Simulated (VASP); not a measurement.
# Be4TeSe3 (Pmn2_1) in VASP: relaxation of cell and atoms with PBE

Aim: the relaxation of cell and atoms of Be4TeSe3 with PBE.

Program: VASP 6.6.1. These are calculated values, not measurements. Logs are shortened: lines on timing, memory, paths and dates and some standing lists are left out, and cuts for length are marked.

## 1. The structure

The structure is orthorhombic, space group Pmn2_1 (No. 31). Conventional cell: a = 7.380 Å, b = 6.390 Å, c = 6.010 Å, α = 90.00°, β = 90.00°, γ = 90.00°. Around Be (site symmetry m) lie 3 Se at 2.25 to 2.26 Å and 1 Te at 2.26 Å. Around Be (site symmetry 1) lie 3 Se at 2.25 to 2.26 Å and 1 Te at 2.26 Å. Be (site symmetry m) is surrounded by 1 Te at 2.25 Å and 3 Se at 2.26 Å. Te (site symmetry m) is surrounded by 4 Be at 2.25 to 2.26 Å. Se (site symmetry m) is surrounded by 4 Be at 2.25 to 2.26 Å. Around Se (site symmetry 1) lie 4 Be at 2.25 to 2.26 Å.

The cell was built by a generator and needn't be a form met in nature.

## 2. Relaxation of cell and atoms, PBE

Contents of INCAR:

```
PREC = Normal
ENCUT = 520
EDIFF = 1E-4
ISMEAR = 0
SIGMA = 0.15
LREAL = Auto
LASPH = T
NELM = 60
ALGO = Fast
ISIF = 3
LWAVE = F
LCHARG = F
GGA = PE
IBRION = 2
NSW = 24
EDIFFG = -0.08
```

Contents of KPOINTS:

```
regular mesh
0
Gamma
  2 2 3
```

Contents of POSCAR:

```
Be4TeSe3
1.0
    7.3800000000      0.0000000000      0.0000000000
    0.0000000000      6.3900000000      0.0000000000
    0.0000000000      0.0000000000      6.0100000000
Be Te Se
8 2 6
Direct
    0.5000000000      0.8330000000      0.3750000000
    0.7500000000      0.6670000000      0.8750000000
    0.2500000000      0.6670000000      0.8750000000
    0.0000000000      0.8330000000      0.3750000000
    0.5000000000      0.1670000000      0.8750000000
    0.2500000000      0.3330000000      0.3750000000
    0.0000000000      0.1670000000      0.8750000000
    0.7500000000      0.3330000000      0.3750000000
    0.0000000000      0.8330000000      0.0000000000
    0.5000000000      0.1670000000      0.5000000000
    0.5000000000      0.8330000000      0.0000000000
    0.7500000000      0.6670000000      0.5000000000
    0.2500000000      0.6670000000      0.5000000000
    0.2500000000      0.3330000000      0.0000000000
    0.0000000000      0.1670000000      0.5000000000
    0.7500000000      0.3330000000      0.0000000000
```

Potentials or basis: VASP PAW PBE potentials, release 64 (Be, Te, Se).

Launch:

```sh
cat potpaw_PBE.64/Be/POTCAR potpaw_PBE.64/Te/POTCAR potpaw_PBE.64/Se/POTCAR > POTCAR
mpirun -np 1 vasp_std > vasp.out
```

OUTCAR:

```text
PREC = Normal
   ENCUT = 520
   EDIFF = 1E-4
   ISMEAR = 0
   LREAL = Auto
   LASPH = T
   NELM = 60
   ISIF = 3
   GGA = PE
   IBRION = 2
   NSW = 24
   EDIFFG = -0.08

 ion  position               nearest neighbor table
   1  0.500  0.833  0.375-  11 2.25  12 2.26  13 2.26  10 2.26
   2  0.750  0.667  0.875-  12 2.25  11 2.26   9 2.26  16 2.26
   3  0.250  0.667  0.875-  13 2.25  11 2.26   9 2.26  14 2.26
   4  0.000  0.833  0.375-   9 2.25  12 2.26  13 2.26  15 2.26
   5  0.500  0.167  0.875-  10 2.25  14 2.26  16 2.26  11 2.26
   6  0.250  0.333  0.375-  14 2.25  10 2.26  15 2.26  13 2.26
[... 8 lines left out ...]
  15  0.000  0.167  0.500-   7 2.25   6 2.26   8 2.26   4 2.26
  16  0.750  0.333  0.000-   8 2.25   7 2.26   5 2.26   2 2.26

  LATTYP: Found a simple orthorhombic cell.
 ALAT       =     6.0100000000
 B/A-ratio  =     1.0632279534
 C/A-ratio  =     1.2279534110

  Lattice vectors:

 A1 = (   0.0000000000,   0.0000000000,  -6.0100000000)
 A2 = (   0.0000000000,   6.3900000000,   0.0000000000)
 A3 = (   7.3800000000,   0.0000000000,   0.0000000000)

Analysis of symmetry for initial positions (statically):
=====================================================================
 Subroutine PRICEL returns:
 Original cell was already a primitive cell.

 Routine SETGRP: Setting up the symmetry group for a
 simple orthorhombic supercell.

 Subroutine GETGRP returns: Found  4 space group operations
 (whereof  2 operations were pure point group operations)
 out of a pool of  8 trial point group operations.

The static configuration has the point symmetry C_1h.
 The point group associated with its full space group is C_2v.

Analysis of symmetry for dynamics (positions and initial velocities):
=====================================================================
 Subroutine PRICEL returns:
 Original cell was already a primitive cell.

 Routine SETGRP: Setting up the symmetry group for a
 simple orthorhombic supercell.

 Subroutine GETGRP returns: Found  4 space group operations
 (whereof  2 operations were pure point group operations)
 out of a pool of  8 trial point group operations.

The dynamic configuration has the point symmetry C_1h.
 The point group associated with its full space group is C_2v.

 Subroutine INISYM returns: Found  4 space group operations
 (whereof  2 operations are pure point group operations),
 and found     1 'primitive' translations

----------------------------------------------------------------------------------------

                                     Primitive cell

  volume of cell :     283.4208

  direct lattice vectors                    reciprocal lattice vectors
     7.380000000  0.000000000  0.000000000     0.135501355  0.000000000  0.000000000
     0.000000000  6.390000000  0.000000000     0.000000000  0.156494523  0.000000000
     0.000000000  0.000000000  6.010000000     0.000000000  0.000000000  0.166389351

  length of vectors
     7.380000000  6.390000000  6.010000000     0.135501355  0.156494523  0.166389351

  position of ions in fractional coordinates (direct lattice)
     0.500000000  0.833000000  0.375000000
     0.750000000  0.667000000  0.875000000
     0.250000000  0.667000000  0.875000000
     0.000000000  0.833000000  0.375000000
     0.500000000  0.167000000  0.875000000
     0.250000000  0.333000000  0.375000000
[... 8 lines left out ...]
     0.000000000  0.167000000  0.500000000
     0.750000000  0.333000000  0.000000000

  ion indices of the primitive-cell ions
   primitive index   ion index
                 1           1
                 2           2
                 3           3
                 4           4
                 5           5
                 6           6
[... 8 lines left out ...]
                15          15
                16          16

----------------------------------------------------------------------------------------

 KPOINTS: regular mesh

Automatic generation of k-mesh.
 Grid dimensions read from file:
 generate k-points for:    2    2    3

 Generating k-lattice:

  Cartesian coordinates                     Fractional coordinates (reciprocal lattice)
     0.067750678  0.000000000  0.000000000     0.500000000  0.000000000  0.000000000
     0.000000000  0.078247261  0.000000000     0.000000000  0.500000000  0.000000000
     0.000000000  0.000000000  0.055463117     0.000000000  0.000000000  0.333333333

  Length of vectors
     0.067750678  0.078247261  0.055463117

  Shift w.r.t. Gamma in fractional coordinates (k-lattice)
     0.000000000  0.000000000  0.000000000

 Subroutine IBZKPT returns following result:
 ===========================================

 Found      8 irreducible k-points:

 Following reciprocal coordinates:
            Coordinates               Weight
  0.000000  0.000000  0.000000      1.000000
  0.500000  0.000000  0.000000      1.000000
  0.000000  0.500000  0.000000      1.000000
  0.500000  0.500000  0.000000      1.000000
  0.000000  0.000000  0.333333      2.000000
  0.500000  0.000000  0.333333      2.000000
  0.000000  0.500000  0.333333      2.000000
  0.500000  0.500000  0.333333      2.000000
   k-points           NKPTS =      8   k-points in BZ     NKDIM =      8   number of bands    NBANDS=     41
   number of dos      NEDOS =    301   number of ions     NIONS =     16
   total plane-waves  NPLWV =  54432
   dimension x,y,z NGX =    42 NGY =   36 NGZ =   36
   dimension x,y,z NGXF=    84 NGYF=   72 NGZF=   72
   ions per type =               8   2   6
   NGX,Y,Z   is equivalent  to a cutoff of   9.46,  9.37,  9.96 a.u.
   NGXF,Y,Z  is equivalent  to a cutoff of  18.92, 18.73, 19.92 a.u.
 SYSTEM =  unknown system
   PREC   = normal    normal or accurate (medium, high low for compatibility)
   ISTART =      0    job   : 0-new  1-cont  2-samecut
   ICHARG =      2    charge: 1-file 2-atom 10-const
   ISPIN  =      1    spin polarized calculation?
   LNONCOLLINEAR =      F non collinear calculations
   LSORBIT =      F    spin-orbit coupling
   LASPH  =      T    aspherical Exc in radial PAW
   ENCUT  =  520.0 eV  38.22 Ry    6.18 a.u.  13.72 11.88 11.17*2*pi/ulx,y,z
   NELM   =     60;   NELMIN=  2; NELMDL= -5     # of ELM steps
   EDIFF  = 0.1E-03   stopping-criterion for ELM
   LREAL  =      T    real-space projection
   EDIFFG = -.8E-01   stopping-criterion for IOM
   NSW    =     24    number of steps for IOM
   IBRION =      2    ionic relax: 0-MD 1-quasi-New 2-CG
   NFREE  =      1    steps in history (QN), initial steepest desc. (CG)
   ISIF   =      3    stress and relaxation
   ISYM   =      2    0-nonsym 1-usesym 2-fastsym
   POTIM  = 0.5000    time-step for ionic-motion
   TEBEG  =    0.0;   TEEND  =   0.0 temperature during run
   PSTRESS=    0.0 pullay stress
   NELECT =      64.0000    total number of electrons
   NUPDOWN=      -1.0000    fix difference up-down
   EMIN   =  10.00;   EMAX   =-10.00  energy-range for DOS
   EFERMI =   0.00;   METHOD = LEGACY
   ISMEAR =     0;   SIGMA  =   0.15  broadening in eV -4-tet -1-fermi 0-gaus
   EFERMI_NEDOS =   21; number of points for ismear=-14 and -15
   IALGO  =     68    algorithm
   IMIX   =      4    mixing-type and parameters
     AMIX     =   0.40;   BMIX     =  1.00
     AMIX_MAG =   1.60;   BMIX_MAG =  1.00
  volume/ion in A,a.u.               =      17.71       119.54
  Fermi-wavevector in a.u.,A,eV,Ry     =   0.996914  1.883894 13.521974  0.993837
  Thomas-Fermi vector in A             =   2.129034
   LORBIT       =      0    0 simple, 1 ext, 2 COOP (PROOUT), +10 PAW based schemes
   GGA     = PE    functional components
   LHFCALC =     F    Hartree Fock is set to
   AEXX    =    0.0000 exact exchange contribution
   IVDW    =     0    specifies the selected vdW correction
   LEPSILON=     F    determine dielectric tensor
   LRPA    =     F    only Hartree local field effects (RPA)
 conjugate gradient relaxation of ions
 non-spin polarized calculation
 RMM-DIIS sequential band-by-band and
 Gauss-broadening in eV      SIGMA  =   0.15
  energy-cutoff  :      520.00
  volume of cell :      283.42
 maximum number of plane-waves:      7675
   NGX = 27   NGY = 23   NGZ = 23

--------------------------------------- Ionic step        1  -------------------------------------------

 number of electron      63.9999972 magnetization

 Free energy of the ion-electron system (eV)
  ---------------------------------------------------
  ext. energy  EPLUGINS =         0.00000000
  ---------------------------------------------------
  free energy    TOTEN  =       -66.97590131 eV

  energy without entropy =      -66.97590131  energy(sigma->0) =      -66.97590131

------------------------ aborting loop because EDIFF is reached ----------------------------------------

  FORCE on cell =-STRESS in cart. coord.  units (eV):
  Direction    XX          YY          ZZ          XY          YZ          ZX
  --------------------------------------------------------------------------------------
  -------------------------------------------------------------------------------------
  Total        9.1222691      7.2484795     11.4797059      0.0000000      0.0000000      0.0000000
  in kB       51.5681761     40.9756458     64.8947630      0.0000000      0.0000000      0.0000000
  external PRESSURE =      52.4795283 kB  Pullay stress =       0.0000000 kB

 VOLUME and BASIS-vectors are now :
 -----------------------------------------------------------------------------
  energy-cutoff  :      520.00
  volume of cell :      283.42
      direct lattice vectors                 reciprocal lattice vectors
     7.380000000  0.000000000  0.000000000     0.135501355  0.000000000  0.000000000
     0.000000000  6.390000000  0.000000000     0.000000000  0.156494523  0.000000000
     0.000000000  0.000000000  6.010000000     0.000000000  0.000000000  0.166389351
[... 58 lines left out ...]
      1.83880      2.20782      2.30929        -0.378604      0.199625     -0.155432
[... 8 lines left out ...]
      0.00000      1.09435      3.10864        -0.000000      0.190623      0.014322
      5.68609      2.17972      6.21776        -0.019192      0.085206      0.024717
 -----------------------------------------------------------------------------------
    total drift:                                0.000000      0.000000     -0.003929

  FREE ENERGIE OF THE ION-ELECTRON SYSTEM (eV)
  ---------------------------------------------------
  free  energy   TOTEN  =       -67.6945236024 eV

  energy  without entropy=      -67.6945236024  energy(sigma->0) =      -67.69452360

--------------------------------------- Ionic step        3  -------------------------------------------

 number of electron      64.0000005 magnetization

 E-fermi :   4.2067     XC(G=0):  -9.1231

 val. band max:        3.4965112155   @ k =   0.0000   0.0000   0.0000
 cond. band min:       6.4566191421   @ k =   0.0000   0.0000   0.0000
 fundamental gap:      2.9601079266
 Fermi energy:         4.2066900099

 k-point     1 :       0.0000    0.0000    0.0000
  band No.  band energies     occupation
      1      -9.8586      2.00000
      2      -8.9829      2.00000
      3      -8.9509      2.00000
      4      -8.9358      2.00000
      5      -8.5600      2.00000
      6      -8.5534      2.00000
[... 520 lines left out ...]
      1.77375      2.20461      2.26739         0.017550     -0.028731     -0.023699
[... 8 lines left out ...]
      0.00000      1.09784      3.07851         0.000000      0.101347     -0.006840
      5.62519      2.16049      0.00183        -0.002961     -0.023292      0.026865
 -----------------------------------------------------------------------------------
    total drift:                               -0.000000      0.000000      0.022383

  FREE ENERGIE OF THE ION-ELECTRON SYSTEM (eV)
  ---------------------------------------------------
  free  energy   TOTEN  =       -67.8514437250 eV

  energy  without entropy=      -67.8514437250  energy(sigma->0) =      -67.85144373

--------------------------------------- Ionic step        7  -------------------------------------------

 number of electron      63.9999985 magnetization

 Free energy of the ion-electron system (eV)
  ---------------------------------------------------
  ext. energy  EPLUGINS =         0.00000000
  ---------------------------------------------------
  free energy    TOTEN  =       -67.85548793 eV

  energy without entropy =      -67.85548793  energy(sigma->0) =      -67.85548793

 E-fermi :   4.5023     XC(G=0):  -9.2483

 val. band max:        3.8306456865   @ k =   0.0000   0.0000   0.0000
 cond. band min:       6.6790261936   @ k =   0.0000   0.0000   0.0000
 fundamental gap:      2.8483805071
 Fermi energy:         4.5023433336

 k-point     1 :       0.0000    0.0000    0.0000
  band No.  band energies     occupation
      1      -9.8103      2.00000
      2      -8.8952      2.00000
      3      -8.8856      2.00000
      4      -8.8397      2.00000
      5      -8.4595      2.00000
      6      -8.4327      2.00000
[... 366 lines left out ...]
      5.52864      4.24838      5.34813         0.034903      0.008763     -0.005714
      1.98081      4.24838      5.34813        -0.034903      0.008763     -0.005714
      0.00000      5.38921      2.43407         0.000000      0.075160      0.008572
      3.75472      1.06654      5.51476         0.000000     -0.075160      0.008572
      1.77392      2.20737      2.26744         0.034903     -0.008763     -0.005714
[... 8 lines left out ...]
      0.00000      1.10595      3.08116         0.000000      0.058681      0.001045
      5.62875      2.16277      0.00344        -0.009873     -0.005590      0.003124
 -----------------------------------------------------------------------------------
    total drift:                               -0.000000     -0.000000      0.058413

  FREE ENERGIE OF THE ION-ELECTRON SYSTEM (eV)
  ---------------------------------------------------
  free  energy   TOTEN  =       -67.8554879337 eV

  energy  without entropy=      -67.8554879337  energy(sigma->0) =      -67.85548793

 reached required accuracy - stopping structural energy minimisation
```

It took 3.4 min on 1 thread of Intel Xeon Platinum 8259CL at 2.50GHz (Skylake/Cascade Lake), shared host; peak memory 0.28 GiB.

What came out:

```yaml
Free_energy: -67.8555 eV
Relaxed_volume: 18.67 Å³/atom
Relaxed_cell: a = 7.509 Å, b = 6.456 Å, c = 6.161 Å, α = 90.00°, β = 90.00°, γ = 90.00°
Space_group_after_relaxing_to_0.05_Å: Pmn2_1 (No. 31)
Energy_gained_by_relaxing: 55.0 meV/atom
Ionic_steps: 7
Pressure_after_relaxing: 0.1 GPa
Largest_force_after_relaxing: 0.076 eV/Å
Band_gap_on_the_k_mesh: 2.85 eV, direct
```

Forces on the atoms (eV/Å):
```
Be   0.000 -0.022 -0.006
Be   0.035  0.009 -0.006
Be  -0.035  0.009 -0.006
Be   0.000  0.075  0.009
Be   0.000 -0.075  0.009
Be   0.035 -0.009 -0.006
Be   0.000  0.022 -0.006
Be  -0.035 -0.009 -0.006
Te   0.000  0.034  0.001
Te   0.000 -0.034  0.001
Se   0.000 -0.059  0.001
Se   0.010  0.006  0.003
Se  -0.010  0.006  0.003
Se   0.010 -0.006  0.003
Se   0.000  0.059  0.001
Se  -0.010 -0.006  0.003
```

The path:
```csv
step,energy change (eV),largest force (eV/Å),pressure (GPa),volume (Å³)
1,0.0000,1.4129,5.25,283.42
2,-0.7186,0.5159,-1.54,307.88
3,-0.7186,0.5168,-1.66,307.82
4,-0.8449,0.2695,-0.62,302.30
5,-0.8756,0.1054,0.16,297.96
6,-0.8755,0.1016,0.23,297.77
7,-0.8796,0.0756,0.13,298.70
```

Final structure:
```
Be Te Se
1.0
     7.50945    0.00000    0.00000
     0.00000    6.45575    0.00000
     0.00000    0.00000    6.16138
Be Te Se
8 2 6
Direct
  0.50000 0.81395 0.36707
  0.73622 0.65808 0.86801
  0.26377 0.65808 0.86801
  0.00000 0.83479 0.39505
  0.50000 0.16521 0.89505
  0.23622 0.34192 0.36801
  0.00000 0.18605 0.86708
  0.76378 0.34192 0.36801
  0.00000 0.83281 0.00066
  0.50000 0.16719 0.50066
  0.50000 0.82869 0.00008
  0.75044 0.66499 0.50056
  0.24956 0.66499 0.50056
  0.25044 0.33501 0.00056
  0.00000 0.17131 0.50008
  0.74956 0.33501 0.00056
```

Levels at points of the mesh, in eV from the valence-band top:
| k point | band 29 | band 30 | band 31 | band 32 | band 33 | band 34 | band 35 | band 36 |
| --- | --- | --- | --- | --- | --- | --- | --- | --- |
| (0.00, 0.00, 0.00) | -0.82 | -0.19 | 0.00 | 0.00 | 2.85 | 3.43 | 3.50 | 3.58 |
| (0.50, 0.00, 0.00) | -0.71 | -0.71 | -0.64 | -0.64 | 3.14 | 3.14 | 4.30 | 4.30 |
| (0.00, 0.50, 0.00) | -0.97 | -0.77 | -0.71 | -0.37 | 2.94 | 3.06 | 3.26 | 3.54 |
| (0.50, 0.50, 0.00) | -1.17 | -1.17 | -1.12 | -1.12 | 3.88 | 3.88 | 4.15 | 4.15 |

Caveat: the k mesh is coarse (spacing up to 0.49 Å⁻¹), so the values aren't converged; spin-orbit coupling is left out, which moves the levels of the heavy elements; an odd mesh through Γ misses points on the zone boundary, where band edges often lie; the relaxation stopped at a loose force limit of 0.08 eV/Å, so its end isn't a converged minimum. PBE gaps usually lie below the measured ones, often by a third to a half.
